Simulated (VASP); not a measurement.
Data:

```xyz
6
Lattice="4.1568 0.0000 0.0000 0.0000 4.1568 0.0000 0.0000 0.0000 2.6655" Properties=species:S:1:pos:R:3 pbc="T T T"
Si     0.0000     0.0000     0.0000
Si     2.0784     2.0784     1.3328
O      1.2697     1.2697     0.0000
O      3.3481     0.8087     1.3328
O      0.8087     3.3481     1.3328
O      2.8871     2.8871     0.0000
```

These are LDA (Ceperley-Alder, Perdew-Zunger), VASP's LDA PAW potentials (set 64) (plane waves; VASP) values and carry that method's errors. Run with 520 eV cut-off, 5×5×8 Γ-centred mesh, Gaussian smearing of 0.010 eV, potentials Si O.

**Question.** Give the electronic dielectric tensor ε∞ (DFPT, local fields included).

**Answer.** 
```
3.36  0.00  0.00
0.00  3.36  0.00
0.00  0.00  3.53
```

**Question.** Give the Born effective charges.

**Answer.** 
```
atom   Z*xx   Z*yy   Z*zz   mean
----  -----  -----  -----  -----
Si1    3.78   3.78   4.03   3.86
Si2    3.78   3.78   4.03   3.86
O3    -1.89  -1.89  -2.01  -1.93
O4    -1.89  -1.89  -2.01  -1.93
O5    -1.89  -1.89  -2.01  -1.93
O6    -1.89  -1.89  -2.01  -1.93
```

The compound is SiO2 in the rutile structure, stishovite, a high-pressure form. It was relaxed first.
